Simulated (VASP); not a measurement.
```xyz
4
Lattice="3.1357 0.0000 0.0000 -1.5678 2.7156 0.0000 0.0000 0.0000 5.3221" Properties=species:S:1:pos:R:3 pbc="T T T"
Cu     0.0000     0.0000     0.0000
Cu     0.0000     0.0000     2.6611
F      0.0000     1.8104     1.3305
F      1.5678     0.9052     3.9916
```

Level of theory: PBEsol GGA, VASP's PBE PAW potentials (set 64) (plane waves; VASP). Settings: 620 eV cut-off, 11×11×6 Γ-centred mesh, first-order Methfessel-Paxton smearing of 0.10 eV, potentials Cu F.

**Question.** Predict the energy per atom (σ→0), band gap (on the k-mesh) with the smallest direct gap where there is one.

**Answer.** 
The band gap (on the k-mesh) is none (metal, semimetal or under 0.01 eV). The energy per atom (σ→0) is -3.864 eV/atom.

The absolute energy has meaning only against runs of the same code, potentials and settings.

The structure was generated: CuF was put into the NiAs type type (P6_3/mmc), which need not be its known phase. It was relaxed first, which changed the volume by +38 %.
